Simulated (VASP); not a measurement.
OSZICAR of a VASP run on SiC (space group P6_3mc):

OSZICAR:
```
       N       E                     dE             d eps       ncg     rms          rms(c)
DAV:   1     0.309825597783E+02    0.30983E+02   -0.75323E+03   864   0.119E+03
DAV:   2    -0.345655788911E+02   -0.65548E+02   -0.60477E+02  1268   0.189E+02
DAV:   3    -0.374365677502E+02   -0.28710E+01   -0.28584E+01  1140   0.403E+01
DAV:   4    -0.374700568119E+02   -0.33489E-01   -0.33467E-01  1068   0.519E+00
DAV:   5    -0.374706481600E+02   -0.59135E-03   -0.59113E-03  1120   0.647E-01    0.131E+01
DAV:   6    -0.334574042013E+02    0.40132E+01   -0.11915E+01  1072   0.220E+01    0.601E+00
DAV:   7    -0.333177485799E+02    0.13966E+00   -0.10241E+00  1104   0.677E+00    0.246E+00
DAV:   8    -0.332796295289E+02    0.38119E-01   -0.60397E-02  1028   0.176E+00    0.653E-01
DAV:   9    -0.332755150953E+02    0.41144E-02   -0.74796E-03  1076   0.652E-01    0.128E-01
DAV:  10    -0.332755558519E+02   -0.40757E-04   -0.44562E-04  1072   0.166E-01    0.634E-02
DAV:  11    -0.332755565641E+02   -0.71220E-06   -0.17203E-05  1088   0.384E-02    0.178E-02
DAV:  12    -0.332755552281E+02    0.13359E-05   -0.26883E-06  1068   0.108E-02    0.492E-03
DAV:  13    -0.332755551688E+02    0.59372E-07   -0.66342E-07  1068   0.498E-03
   1 F= -.33275555E+02 E0= -.33275555E+02  d E =0.000000E+00
```

### Question
Which electronic solver shows in the log?

### Answer
It is blocked Davidson (ALGO = Normal, or the opening steps of other solvers). The INCAR had ALGO = Normal.

### Question
Can the final energy be trusted as converged?

### Answer
The run converged. It stopped with EDIFF = 1E-7, NELM = 100 (LDA (Ceperley-Alder, Perdew-Zunger), plane waves, VASP's LDA PAW potentials (set 64)).

The structure comes from a computed database's SiC entry (P6_3mc); how it stands against other phases isn't given here. It was relaxed first.
